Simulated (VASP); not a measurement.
A convergence study with VASP on Nb3Sn (space group no. 223 when undisturbed): one setting is varied, all else stays as given below, so the limit is that of these other settings. One atom is moved off its site, so that forces are finite.

```
Nb3Sn
1.0
    5.30587     0.00000     0.00000
    0.00000     5.30587     0.00000
    0.00000     0.00000     5.30587
Nb Sn
6 2
Direct
  0.25942   0.00000   0.50000
  0.50000   0.25000   0.00000
  0.50000   0.75000   0.00000
  0.75000   0.00000   0.50000
  0.00000   0.50000   0.75000
  0.00000   0.50000   0.25000
  0.50000   0.50000   0.50000
  0.00000   0.00000   0.00000
```

The numbers are results of PBE GGA, VASP's PBE PAW potentials (set 64) (plane waves; VASP 6.6.1), not measurements. The tightest run used: 300 eV cut-off, 9×9×9 Γ-centred mesh, Fermi-Dirac smearing of 0.10 eV, potentials Nb_sv Sn_d.

Question: The settings run are 1×1×1 mesh; 2×2×2 mesh; 3×3×3 mesh; 4×4×4 mesh; 5×5×5 mesh; 7×7×7 mesh; 8×8×8 mesh; 9×9×9 mesh. From which on does the stress (every component) stay within 0.2 GPa of the tightest run?

Answer: From 5×5×5 mesh on: it is off by 0.13 there and by no more than 0.2 in any finer run, while 4×4×4 mesh is off by 0.30.
```tsv
setting	E (eV/atom)	pressure (GPa)	largest force (eV/Å)	irreducible k-points	difference judged (GPa)
1×1×1 mesh	-9.8735	-13.77	0.700	1	14.28
2×2×2 mesh	-8.6604	2.08	0.176	8	1.98
3×3×3 mesh	-8.8090	0.35	0.502	8	0.13
4×4×4 mesh	-8.7935	0.14	0.350	27	0.30
5×5×5 mesh	-8.7879	0.55	0.423	27	0.13
7×7×7 mesh	-8.7887	0.46	0.390	64	0.05
8×8×8 mesh	-8.7907	0.40	0.393	125	0.02
9×9×9 mesh	-8.7896	0.42	0.391	125	0.00
```

Left out are rungs that failed or repeat a setting and relaxations that didn't move; long series are thinned to 24 rows.

The structure is a typed Nb3Sn crystal (space group no. 223). The cell was not relaxed at this level, it is distorted from the ideal structure.
